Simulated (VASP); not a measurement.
Given:

```xyz
6
Lattice="5.4437 0.0000 0.0000 -2.7218 4.7144 0.0000 0.0000 0.0000 4.2902" Properties=species:S:1:pos:R:3 pbc="T T T"
La     0.0000     0.0000     0.0000
Ga     2.7218     0.0000     2.1451
Ga     1.3609     2.3572     2.1451
Ga    -1.3609     2.3572     2.1451
Pd     2.7218     1.5715     0.0000
Pd     0.0000     3.1429     0.0000
```

All values below come from PBEsol GGA, VASP's PBE PAW potentials (set 64) (plane waves; VASP). Numerical set-up: 300 eV cut-off, 6×6×7 Γ-centred mesh, Gaussian smearing of 0.050 eV, potentials La Ga_d Pd.

At this cut-off the stress carries a Pulay error, which pulls relaxed volumes low.

Question: What does the run give for the energy per atom (σ→0), pressure, band gap (on the k-mesh) with the smallest direct gap where there is one?

Answer: 
| Property | Value |
|---|---|
| band gap (on the k-mesh) | none (metal, semimetal or under 0.01 eV) |
| energy per atom (σ→0) | -5.348 eV/atom |
| pressure | -27.8 kbar |

The absolute energy has meaning only against runs of the same code, potentials and settings.

The structure comes from a computed database's LaGa3Pd2 entry (P6/mmm); how it stands against other phases isn't given here. The cell was not relaxed at this level.
